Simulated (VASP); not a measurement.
OSZICAR of a VASP run on Au (fcc):

File OSZICAR:
```
       N       E                     dE             d eps       ncg     rms          rms(c)
DAV:   1     0.317797514881E+02    0.31780E+02   -0.49547E+03  2208   0.858E+02
DAV:   2    -0.451029120728E+01   -0.36290E+02   -0.33994E+02  1941   0.175E+02
DAV:   3    -0.476583890101E+01   -0.25555E+00   -0.25543E+00  2241   0.153E+01
DAV:   4    -0.476643981430E+01   -0.60091E-03   -0.60091E-03  2128   0.807E-01
DAV:   5    -0.476644324495E+01   -0.34306E-05   -0.34323E-05  2130   0.587E-02    0.975E+00
DAV:   6    -0.446506850024E+01    0.30137E+00   -0.10038E+00  1908   0.960E+00    0.603E+00
DAV:   7    -0.444223172484E+01    0.22837E-01   -0.78595E-02  2015   0.259E+00    0.284E+00
DAV:   8    -0.443886614229E+01    0.33656E-02   -0.17947E-03  1983   0.526E-01    0.241E-01
DAV:   9    -0.443886444643E+01    0.16959E-05   -0.61954E-06  2085   0.283E-02    0.678E-03
DAV:  10    -0.443886568179E+01   -0.12354E-05   -0.82896E-07  1714   0.884E-03    0.962E-04
DAV:  11    -0.443886569179E+01   -0.99966E-08   -0.19026E-08   957   0.154E-03
   1 F= -.44388657E+01 E0= -.44390023E+01  d E =-.443887E+01
       N       E                     dE             d eps       ncg     rms          rms(c)
DAV:   1    -0.486388085204E+01   -0.42502E+00   -0.91965E+00  1909   0.341E+01    0.421E+00
DAV:   2    -0.444633529388E+01    0.41755E+00   -0.13964E+00  1883   0.116E+01    0.139E+00
DAV:   3    -0.442686238653E+01    0.19473E-01   -0.90310E-02  1931   0.282E+00    0.951E-01
DAV:   4    -0.442691065736E+01   -0.48271E-04   -0.44359E-03  1985   0.507E-01    0.199E-01
DAV:   5    -0.442680625668E+01    0.10440E-03   -0.12210E-04  1929   0.982E-02    0.945E-03
DAV:   6    -0.442681252969E+01   -0.62730E-05   -0.11088E-06  2066   0.978E-03    0.207E-03
DAV:   7    -0.442681323992E+01   -0.71022E-06   -0.23075E-07   968   0.369E-03
   2 F= -.44268132E+01 E0= -.44268993E+01  d E =0.120525E-01
       N       E                     dE             d eps       ncg     rms          rms(c)
DAV:   1    -0.462812530513E+01   -0.20131E+00   -0.39735E+00  1897   0.227E+01    0.256E+00
DAV:   2    -0.445211019640E+01    0.17602E+00   -0.57592E-01  1881   0.749E+00    0.130E+00
DAV:   3    -0.444335546080E+01    0.87547E-02   -0.38919E-02  1937   0.186E+00    0.902E-01
DAV:   4    -0.444319492036E+01    0.16054E-03   -0.10784E-03  1997   0.264E-01    0.996E-02
DAV:   5    -0.444321316984E+01   -0.18249E-04   -0.49950E-05  2227   0.514E-02    0.377E-03
DAV:   6    -0.444321567559E+01   -0.25058E-05   -0.85115E-07  1841   0.830E-03    0.973E-04
DAV:   7    -0.444321567790E+01   -0.23090E-08   -0.21387E-08   954   0.111E-03
   3 F= -.44432157E+01 E0= -.44433323E+01  d E =-.434999E-02
```

Task: Which electronic solver shows in the log?

Result: It is blocked Davidson (ALGO = Normal, or the opening steps of other solvers). The INCAR had ALGO = Normal.

Task: Can the final energy be trusted as converged?

Result: Self-consistency was reached. It stopped with EDIFF = 1E-6, NELM = 100, NSW = 60 and EDIFFG = -0.01 after 3 ionic steps (LDA (Ceperley-Alder, Perdew-Zunger), plane waves, VASP's LDA PAW potentials (set 64)). Energy and stress use the plane-wave basis of the starting cell.

The compound is Au in the fcc structure. This run relaxes it. Symmetry was kept, so distortions that lower it aren't found.
